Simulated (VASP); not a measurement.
```
Be2C
1.0
    0.00000     2.13672     2.13672
    2.13672     0.00000     2.13672
    2.13672     2.13672     0.00000
Be C
2 1
Direct
  0.25000   0.25000   0.25000
  0.75000   0.75000   0.75000
  0.00000   0.00000   0.00000
```

Calculation: PBEsol GGA, VASP's PBE PAW potentials (set 64) (plane waves; VASP). Numerical set-up: 520 eV cut-off, 9×9×9 Γ-centred mesh, Gaussian smearing of 0.050 eV, potentials Be C.

### Question
The job: Be2C (antifluorite), 3 atoms, PBEsol, static run, 520 eV, 9×9×9 Γ-centred mesh. Roughly how much core time does it take on a busy server core?

### Answer
About 3 core-seconds (one run on a shared machine, a rough figure). It had 35 irreducible k-points, 8 bands, up to 534 plane waves and 13 electronic steps.

The compound is Be2C in the antifluorite structure. This cell is one point of a volume scan, at 0.97 of the reference volume.
